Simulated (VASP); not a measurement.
VASP input:

INCAR:
```
# general
SYSTEM  =BaS
PREC    =Accurate
ENCUT   =300   # plane-wave cut-off (eV)
LREAL   =F   # projection in real space or not
LASPH   =T   # aspherical one-centre terms
ISYM    =3

# electronic loop
EDIFF   =1E-6
NELM    =100   # most electronic steps
ALGO    =Normal   # blocked Davidson
LMAXMIX =4

# smearing
ISMEAR  =0
SIGMA   =0.01   # width (eV)

# functional
GGA     =PE   # PBE
LHFCALC =T
AEXX    =0.25
HFRCUT  =-1
PRECFOCK=Fast

# ions
ISIF    =2   # forces and stress, cell fixed

# output
LWAVE   =F
LCHARG  =F
```

**KPOINTS**
```
K-points
0
G
  5 5 5
```

File POSCAR:
```
BaS
1
    0.0000000000     3.3053490000     3.3053490000
    3.3053490000     0.0000000000     3.3053490000
    3.3053490000     3.3053490000     0.0000000000
Ba S
1 1
Direct
  0.0000000000   0.0000000000   0.0000000000
  0.5000000000   0.5000000000   0.5000000000
```

POTCAR, in this order: Ba_sv S (PBE.64 set). Program: vasp_std.

Problem. Translate this PBE0 calculation to Ansatz.

Solution. One equivalent input (not run):
Ansatz 0.2 input:
```yaml
crystal:
  lattice:
    - [0.0000000, 3.3053490, 3.3053490]
    - [3.3053490, 0.0000000, 3.3053490]
    - [3.3053490, 3.3053490, 0.0000000]
  atoms:
    - { symbol: Ba, position: [0.0000000, 0.0000000, 0.0000000] }
    - { symbol: S, position: [0.5000000, 0.5000000, 0.5000000] }
kpoints:
  mp_grid: { grid: [5, 5, 5] }
hamiltonian:
  xc: pbe0
  pseudopotentials: { kind: paw }
scf:
  occupations: { method: gaussian, width: 0.01 }
  max_iter: 100
output: { forces: true, stress: true, eigenvalues: true }
```
Limits of the translation: each code has its own PAW files, so the cut-off isn't converted (ENCUT is set for VASP's; basis.ecutwfc is left out, and Ansatz then takes the one that its files recommend); Ansatz stops its SCF on the density residual and VASP on the energy change (EDIFF).

The structure comes from a computed database's BaS entry; how it stands against other phases isn't given here. The cell was not relaxed at this level.
